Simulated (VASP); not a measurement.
Level of theory: PBE GGA with D4 dispersion, VASP's PBE PAW potentials (set 64) (plane waves; VASP).

VASP input:

### INCAR
```
ENCUT  =  520   # plane-wave cut-off (eV)
PREC  =  Accurate
SYSTEM  =  BP
LREAL  =  .False.
LWAVE  =  .False.
LORBIT  =  11   # lm-projected
ALGO  =  Normal   # blocked Davidson
IVDW  =  13   # D4
NELM  =  100
ICHARG  =  11   # fixed density
SIGMA  =  0.05
EDIFF  =  1E-7   # SCF stop (eV)
GGA  =  PE   # PBE
LCHARG  =  .False.
LASPH  =  .True.   # aspherical one-centre terms
ISMEAR  =  0
```

KPOINTS:
```
k-points along high-symmetry lines
15
Line-mode
Reciprocal
  0.000000   0.000000   0.000000 ! GAMMA
 -0.500000  -0.500000   0.000000 ! X

 -0.500000  -0.500000   0.000000 ! X
 -0.375000  -0.375000   0.250000 ! U

 -0.375000   0.000000   0.375000 ! K
  0.000000   0.000000   0.000000 ! GAMMA

  0.000000   0.000000   0.000000 ! GAMMA
 -0.000000  -0.000000   0.500000 ! L

 -0.000000  -0.000000   0.500000 ! L
 -0.500000  -0.250000   0.250000 ! W

 -0.500000  -0.250000   0.250000 ! W
 -0.500000  -0.500000   0.000000 ! X
```

POSCAR:
```
BP
1
    0.0000000000     2.2509030210     2.2509030210
    2.2509030210     0.0000000000     2.2509030210
    2.2509030210     2.2509030210     0.0000000000
B P
1 1
Direct
  0.0000000000   0.0000000000   0.0000000000
  0.2500000000   0.2500000000   0.2500000000
```

POTCAR, in this order: B P (PBE.64 set). Program: vasp_std. Read from the step before: CHGCAR.

Output

OSZICAR:
```
       N       E                     dE             d eps       ncg     rms          rms(c)
DAV:   1     0.137633064475E+02    0.13763E+02   -0.42730E+03  1440   0.907E+02
DAV:   2    -0.106034763041E+02   -0.24367E+02   -0.23298E+02  2272   0.113E+02
DAV:   3    -0.108802467956E+02   -0.27677E+00   -0.27677E+00  1808   0.154E+01
DAV:   4    -0.108808514626E+02   -0.60467E-03   -0.60467E-03  2336   0.691E-01
DAV:   5    -0.108808516464E+02   -0.18376E-06   -0.18390E-06  1784   0.108E-02
DAV:   6    -0.108808516468E+02   -0.42496E-09   -0.42494E-09  2296   0.412E-04
   1 F= -.11604895E+02 E0= -.11604895E+02  d E =-.176319E-17
```

### OUTCAR
```
 val. band max:        7.7192191431   @ k =   0.0000   0.0000   0.0000

 cond. band min:       8.9220812040   @ k =  -0.4286  -0.4286   0.0000



 k-point     1 :       0.0000    0.0000    0.0000
  band No.  band energies     occupation
      1      -7.9571      2.00000
      2       7.7192      2.00000
      3       7.7192      2.00000
      4       7.7192      2.00000
      5      11.1564      0.00000
      6      11.1564      0.00000
      7      11.1564      0.00000
      8      15.4621      0.00000

 k-point     2 :      -0.0357   -0.0357    0.0000
  band No.  band energies     occupation
      1      -7.9258      2.00000
      2       7.5768      2.00000
      3       7.5768      2.00000
      4       7.6121      2.00000
      5      11.0907      0.00000
      6      11.3338      0.00000
      7      11.3338      0.00000
      8      15.5445      0.00000

 k-point     3 :      -0.0714   -0.0714    0.0000
  band No.  band energies     occupation
      1      -7.8319      2.00000
      2       7.2187      2.00000
      3       7.2187      2.00000
      4       7.3054      2.00000
      5      10.9117      0.00000
      6      11.7964      0.00000
      7      11.7964      0.00000
      8      15.7177      0.00000

 k-point     4 :      -0.1071   -0.1071    0.0000
  band No.  band energies     occupation
      1      -7.6758      2.00000
      2       6.7583      2.00000
      3       6.7583      2.00000
      4       6.8348      2.00000
      5      10.6583      0.00000
      6      12.4291      0.00000
      7      12.4291      0.00000
      8      15.7223      0.00000

 k-point     5 :      -0.1429   -0.1429    0.0000
  band No.  band energies     occupation
      1      -7.4580      2.00000
      2       6.2408      2.00000
      3       6.2691      2.00000
      4       6.2691      2.00000
      5      10.3681      0.00000
      6      13.1563      0.00000
      7      13.1563      0.00000
      8      15.2463      0.00000
...
```

The density is held fixed in this step, so its total energy and stress have no physical meaning.

The compound is BP in the zinc blende structure. It was relaxed first.
